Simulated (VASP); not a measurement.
All values below come from PBE GGA, VASP's PBE PAW potentials (set 64) (plane waves; VASP).

VASP input:

### KPOINTS
```
Automatic mesh
0
Gamma
7 7 7
0 0 0
```

**INCAR**
```
# general
SYSTEM   =  CdSe
PREC     =  Accurate
ENCUT    =  520
LREAL    =  F
LASPH    =  T   # aspherical one-centre terms

# electronic loop
EDIFF    =  1E-7   # SCF stop (eV)
NELM     =  100   # most electronic steps
ALGO     =  Normal   # blocked Davidson
LMAXMIX  =  4   # l cut-off of mixed one-centre charges

# smearing
ISMEAR   =  0
SIGMA    =  0.05   # width (eV)

# functional
GGA      =  PE

# ions
ISIF     =  2

# output
LWAVE    =  F
LCHARG   =  F
```

POSCAR:
```
CdSe
1.0
  0.0000000000   3.1337450553   3.1337450553
  3.1337450553   0.0000000000   3.1337450553
  3.1337450553   3.1337450553   0.0000000000
Cd Se
1 1
Cartesian
  0.0000000000   0.0000000000   0.0000000000
  1.5668725276   1.5668725276   1.5668725276
```

POTCAR, in this order: Cd Se (PBE.64 set). Program: vasp_std.

Output

OSZICAR:
```
       N       E                     dE             d eps       ncg     rms          rms(c)
DAV:   1     0.113047322616E+03    0.11305E+03   -0.89604E+03   528   0.124E+03
DAV:   2    -0.798574052204E+00   -0.11385E+03   -0.10896E+03   615   0.292E+02
DAV:   3    -0.585619920632E+01   -0.50576E+01   -0.50467E+01   605   0.640E+01
DAV:   4    -0.588464828501E+01   -0.28449E-01   -0.28447E-01   590   0.483E+00
DAV:   5    -0.588483867450E+01   -0.19039E-03   -0.19039E-03   575   0.352E-01    0.538E+00
DAV:   6    -0.551007792434E+01    0.37476E+00   -0.71620E-01   654   0.103E+01    0.432E+00
DAV:   7    -0.549063202393E+01    0.19446E-01   -0.15003E-01   565   0.291E+00    0.195E+00
DAV:   8    -0.549142908467E+01   -0.79706E-03   -0.12662E-02   545   0.162E+00    0.228E-01
DAV:   9    -0.549162519823E+01   -0.19611E-03   -0.18358E-03   610   0.592E-01    0.485E-02
DAV:  10    -0.549170717445E+01   -0.81976E-04   -0.20877E-04   545   0.200E-01    0.466E-02
DAV:  11    -0.549175861666E+01   -0.51442E-04   -0.91817E-05   540   0.730E-02    0.159E-02
DAV:  12    -0.549175723080E+01    0.13859E-05   -0.60453E-06   621   0.327E-02    0.452E-03
DAV:  13    -0.549175808657E+01   -0.85577E-06   -0.25332E-06   535   0.992E-03    0.335E-03
DAV:  14    -0.549175807519E+01    0.11382E-07   -0.72089E-08   435   0.193E-03
   1 F= -.54917581E+01 E0= -.54917581E+01  d E =-.911317E-11
```

OUTCAR:
```
------------------------ aborting loop because EDIFF is reached ----------------------------------------
  FORCE on cell =-STRESS in cart. coord.  units (eV):
  Direction    XX          YY          ZZ          XY          YZ          ZX
  --------------------------------------------------------------------------------------
  Total       -0.4643542     -0.4643542     -0.4643542     -0.0000000     -0.0000000     -0.0000000
  in kB      -12.0875701    -12.0875701    -12.0875701     -0.0000000     -0.0000000     -0.0000000
  external PRESSURE =     -12.0875701 kB  Pullay stress =       0.0000000 kB
  volume of cell :       61.55
      direct lattice vectors                 reciprocal lattice vectors
     0.000000000  3.133745055  3.133745055    -0.159553503  0.159553503  0.159553503
     3.133745055  0.000000000  3.133745055     0.159553503 -0.159553503  0.159553503
     3.133745055  3.133745055  0.000000000     0.159553503  0.159553503 -0.159553503
  FREE ENERGIE OF THE ION-ELECTRON SYSTEM (eV)
  ---------------------------------------------------
  free  energy   TOTEN  =        -5.4917580752 eV

  energy  without entropy=       -5.4917580752  energy(sigma->0) =       -5.49175808
```
(Selected blocks of OUTCAR.)

The compound is CdSe in the zinc blende structure, whereas wurtzite is the usual form. This cell is one point of a volume scan, at 1.03 of the reference volume.
